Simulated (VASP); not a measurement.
Wanted: the native input for a VASP 6.6.1 run.

```
Task                    : density of states
Functional              : PBE
Potentials or basis     : VASP PAW PBE potentials, release 64 (W_sv)
Cutoff                  : 520 eV
k mesh                  : 16 × 16 × 16
Occupations             : methfessel-paxton, width 0.1 eV
Spin                    : no spin polarisation
k mesh for the DOS      : 24 × 24 × 24
Occupations for the DOS : tetrahedron
Further INCAR settings  : ALGO = Normal; EDIFF = 1e-07
```

The system is W.

```
W
1.0
    -1.57761    1.57761    1.57761
     1.57761   -1.57761    1.57761
     1.57761    1.57761   -1.57761
W
1
Cartesian
  0.0000 0.0000 0.0000
```

One way to write it, as run:

POSCAR

```
W                                       
1.0
   -1.5776066427      1.5776066427      1.5776066427
    1.5776066427     -1.5776066427      1.5776066427
    1.5776066427      1.5776066427     -1.5776066427
  W             
     1
Direct
     0.0000000000000000    0.0000000000000000    0.0000000000000000
```

INCAR.step1

```
SYSTEM = W
PREC = Accurate
ENCUT = 520
EDIFF = 1E-7
ISMEAR = 1
SIGMA = 0.1
LREAL = .FALSE.
LASPH = .TRUE.
NELM = 80
ALGO = Normal
ISIF = 2
LWAVE = .FALSE.
LCHARG = .TRUE.
LMAXMIX = 4
GGA = PE
```

KPOINTS.step1

```
Automatic mesh
0
G
  16 16 16
  0 0 0
```

INCAR.step2

```
SYSTEM = W
PREC = Accurate
ENCUT = 520
EDIFF = 1E-7
ISMEAR = -5
SIGMA = 0.1
LREAL = .FALSE.
LASPH = .TRUE.
NELM = 80
ALGO = Normal
ISIF = 2
LWAVE = .FALSE.
LCHARG = .FALSE.
LMAXMIX = 4
GGA = PE
LORBIT = 10
NEDOS = 1001
ICHARG = 11
```

KPOINTS.step2

```
Automatic mesh
0
G
  24 24 24
  0 0 0
```

Potentials or basis: VASP PAW PBE potentials, release 64 (W_sv).

Command:

```console
$ cat potpaw_PBE.64/W_sv/POTCAR > POTCAR
$ cp INCAR.step1 INCAR
$ cp KPOINTS.step1 KPOINTS
$ mpirun -np 1 vasp_std > vasp.out
$ cp INCAR.step2 INCAR
$ cp KPOINTS.step2 KPOINTS
$ mpirun -np 1 vasp_std > vasp.out
```

It gave:

* Valence electrons inside the program's atomic spheres: W 12.12

Wall time 24 s on 1 thread of Intel(R) Xeon(R) 6975P-C (Granite Rapids), with other jobs on the host, peak memory 0.21 GiB.
